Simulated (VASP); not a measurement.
# NbAs: cell size and functional, part 3 of 3

Aim: relax NbAs at several levels of theory and compare the cells. The starting structure is a measured crystal structure from the Crystallography Open Database. The first relaxation on each setting starts from this cell expanded by 3 % in volume.

VASP 6.6.1.

Results so far: PBEsol 17.15 Å³ an atom; LDA 16.86 Å³ an atom; PBE 17.71 Å³ an atom; PBEsol + D3(BJ) 16.58 Å³ an atom; r2SCAN 17.56 Å³ an atom; PBEsol+U (Nb d 2 eV) 17.40 Å³ an atom; LDA+U (Nb d 2 eV) 17.10 Å³ an atom.

## (9) Relaxation with r2SCAN + rVV10

Level of this step: r2SCAN with rVV10; plane waves and PAW (Nb_sv, As) (VASP).

rVV10 adds a nonlocal correlation energy for dispersion. This run starts from the cell of an earlier relaxation, which isn't shown; the restart sets up the plane waves anew.

File INCAR:

```
SYSTEM = NbAs
PREC = Accurate
ENCUT = 450
EDIFF = 1E-06
NELM = 100
ISMEAR = 1
SIGMA = 0.15
LREAL = .FALSE.
ALGO = Normal
METAGGA = R2SCAN
LUSE_VDW = .TRUE.
IVDW_NL = 2
BPARAM = 11.95
CPARAM = 0.0093
LASPH = .TRUE.
NBANDS = 24
LORBIT = 11
LWAVE = .FALSE.
LCHARG = .FALSE.
KPAR = 16
IBRION = 2
NSW = 50
ISIF = 3
EDIFFG = -0.006
```

File POSCAR:

```
NbAs
1.0
   -1.7259783629      1.7259783629      5.8619120591
    1.7259783629     -1.7259783629      5.8619120591
    1.7259783629      1.7259783629     -5.8619120591
Nb As
2 2
Direct
    0.4990693965      0.9990693965      0.5000000000
    0.7490693965      0.7490693965      0.0000000000
    0.9169306035      0.4169306035      0.5000000000
    0.1669306035      0.1669306035      0.0000000000
```

File KPOINTS:

```
Automatic mesh
0
Gamma
14 14 14
0 0 0
```

Potentials, in the order of the species: Nb_sv and As (PBE family, release 64).

Started as:

```console
mpirun -np 16 vasp_std
```

The program printed:

```text
[banner, memory and clock lines left out]
running   16 mpi-ranks, on    1 nodes
[...]
[... a notice as in an earlier step ...]

|                                                                             |
|               ----> ADVICE to this user running VASP <----                  |
|                                                                             |
|     You have switched on vdW-DFT.                                           |
|     This routine was written and supplied by Jiri Klimes. We recommend      |
|     that you carefully read and cite the following publications:            |
|       J. Klimes, D.R. Bowler, A. Michelides                                 |
|          J. Phys.: Cond Matt. 22 022201 (2010)                              |
|       J. Klimes, D.R. Bowler, A. Michelides                                 |
|          Phys. Rev. B. 83, 195131 (2011)                                    |
|     and references therein.                                                 |
[...]
Total rVV10 correction in eV:      0.5740846    40.0034680
Total rVV10 correction in eV:      0.5740846    40.0034680
Total rVV10 correction in eV:      0.5740846    40.0034680
Total rVV10 correction in eV:      0.5740846    40.0034680
Total rVV10 correction in eV:      0.5740805    40.0034680
Total rVV10 correction in eV:      0.5740805    40.0034680
Total rVV10 correction in eV:      0.5740805    40.0034680
Total rVV10 correction in eV:      0.5740805    40.0034680
Total rVV10 correction in eV:      0.5740805    40.0034680
Total rVV10 correction in eV:      0.5740805    40.0034680
Total rVV10 correction in eV:      0.5740805    40.0034680
Total rVV10 correction in eV:      0.5740805    40.0034680
Total rVV10 correction in eV:      0.5740805    40.0034680
Total rVV10 correction in eV:      0.5740805    40.0034680
Total rVV10 correction in eV:      0.5740805    40.0034680
Total rVV10 correction in eV:      0.5740805    40.0034680
Total rVV10 correction in eV:      0.5740805    40.0034680
Total rVV10 correction in eV:      0.5740805    40.0034680
Total rVV10 correction in eV:      0.5740805    40.0034680
Total rVV10 correction in eV:      0.5740805    40.0034680
   1 F= -.81695400E+02 E0= -.81695572E+02  d E =-.816954E+02
[...]
reached required accuracy - stopping structural energy minimisation
```

Elapsed: 3.2 min, on 16 MPI ranks of Intel Xeon 6975P-C (Granite Rapids), shared host; peak memory 16 GiB; 51 min of CPU time.

From OUTCAR (step 9):

```text
  Total       -0.0029144     -0.0029144      0.0042392      0.0000000      0.0000000      0.0000000
  in kB       -0.0668478     -0.0668478      0.0972352      0.0000000      0.0000000      0.0000000
  external PRESSURE =      -0.0121535 kB  Pullay stress =       0.0000000 kB

 POSITION                                       TOTAL-FORCE (eV/Angst)
 -----------------------------------------------------------------------------------
      1.72598      0.00000      5.85100        -0.000000      0.000000     -0.003604
      0.00000      0.00000      8.78196         0.000000     -0.000000     -0.003604
      0.00000      1.72598      4.88802        -0.000000      0.000000      0.003604
      0.00000      0.00000      1.95707         0.000000     -0.000000      0.003604
 -----------------------------------------------------------------------------------
    total drift:                               -0.000000     -0.000000     -0.001345

  FREE ENERGIE OF THE ION-ELECTRON SYSTEM (eV)
  ---------------------------------------------------
  free  energy   TOTEN  =       -81.6953998585 eV

  energy  without entropy=      -81.6959151860  energy(sigma->0) =      -81.69557163

[... 2 parts as in an earlier step ...]

[... 2 further parts left out ...]
[key lines of the parts left out:]
E-fermi :   9.5854
```

With r2SCAN + rVV10 the relaxed cell holds 17.463 Å³ an atom, +0.39 % against the measured cell, with a = 3.452 Å and c = 11.724 Å. That is +1.83 % from PBEsol.

## (10) Comparison

| level | volume (Å³/atom) | against the measured cell (%) | a (Å) | c (Å) | pressure left (GPa) | core minutes |
| --- | --- | --- | --- | --- | --- | --- |
| PBEsol | 17.15 | -1.41 | 3.4402 | 11.5924 | -0.03 | 81.4 |
| LDA | 16.856 | -3.1 | 3.4193 | 11.5339 | 0.03 | 110.0 |
| PBE | 17.71 | 1.81 | 3.4731 | 11.7458 | 0.0 | 56.6 |
| PBEsol + D3(BJ) | 16.584 | -4.66 | 3.4098 | 11.4112 | 0.04 | 146.0 |
| r2SCAN | 17.562 | 0.96 | 3.4563 | 11.7607 | 0.02 | 211.0 |
| PBEsol+U (Nb d 2 eV) | 17.398 | 0.02 | 3.4551 | 11.6592 | -0.03 | 98.7 |
| LDA+U (Nb d 2 eV) | 17.105 | -1.67 | 3.4347 | 11.5994 | -0.04 | 93.4 |
| r2SCAN + rVV10 | 17.463 | 0.39 | 3.452 | 11.7238 | 0.0 | 445.0 |

Core minutes are wall time times ranks, summed over the relaxations behind a row (those for a bulk modulus apart), on shared hosts.

## (11) Results

```
volume, PBEsol               : 17.15 Å³/atom
volume, LDA                  : 16.86 Å³/atom
volume, PBE                  : 17.71 Å³/atom
volume, PBEsol + D3(BJ)      : 16.58 Å³/atom
volume, r2SCAN               : 17.56 Å³/atom
volume, PBEsol+U (Nb d 2 eV) : 17.40 Å³/atom
volume, LDA+U (Nb d 2 eV)    : 17.10 Å³/atom
volume, r2SCAN + rVV10       : 17.46 Å³/atom
```

What this shows: Across 8 levels the volume of NbAs spans 6.8 %, from 16.58 Å³ an atom (PBEsol + D3(BJ)) to 17.71 Å³ (PBE). Against the measured volume of the starting structure, PBEsol+U (Nb d 2 eV) comes nearest (+0.0 %) and PBEsol + D3(BJ) lies farthest (-4.7 %). The measured cell holds zero-point expansion and, unless it was taken cold, thermal expansion, which the runs lack, so small differences decide nothing. Adding D3(BJ) to PBEsol changes the volume by -3.3 %. Adding rVV10 to r2SCAN changes the volume by -0.6 %. All runs keep the symmetry of the start, so they can't find a distortion of lower symmetry. Further runs on this material are not shown.

[Lines on the potential files, build, host, timing and source positions are cut from VASP's logs without a mark.]

[Logs are printed without paths, hosts, clocks, repeated set-up lines and the standing remarks that a program may print on its own settings, such as how far it seeks lower states.]

[Hosts, paths, dates, database ids (printed as entryN), source tags and the programs' standing remarks are cut or masked in the printed files.]
